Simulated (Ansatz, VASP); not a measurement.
CaCd2Ga2: VASP beside Ansatz

```
Cd Ca Ga
1.0
     2.16628    3.75210    0.00000
    -2.16628    3.75210    0.00000
     0.00000    0.00000    7.12232
Cd Ca Ga
2 1 2
Direct
  0.33330 0.33340 0.63690
  0.66670 0.66660 0.36310
  0.00000 0.00000 0.00000
  0.33330 0.33340 0.24050
  0.66670 0.66660 0.75950
```

The cell was built by a generator and needn't be a form met in nature.

Alike in both runs: task relaxation of cell and atoms; functional PBE; k mesh 5 × 5 × 3; no spin polarisation.

```csv
,VASP,Ansatz
version,VASP 6.6.1,Ansatz 0.2.0
potentials or method,"VASP PAW PBE potentials, release 64 (Cd, Ca_sv, Ga_d)",PAW plane waves
plane-wave cutoff (eV),600,420
occupations,"fermi-dirac, width 0.1 eV",fermi-dirac
valence electrons in the cell,60,76
```

```tsv
	VASP	Ansatz	Ansatz less VASP
gap on the k mesh at the Fermi level, each at its own relaxed structure (eV)	none	none	-
relaxed volume (Å³/atom)	25.71	25.66	-0.048
relaxed cell length with the largest relative difference (Å)	4.610	4.606	-0.0046
energy change over the relaxation (meV/atom)	-48	-45	+2.5
```

A gap of «none» marks a metal or a gap that the smearing closes. The two sets of potentials don't hold the same shells in valence. Ansatz warned: «displaced_walk_ended_near_start_symmetry».
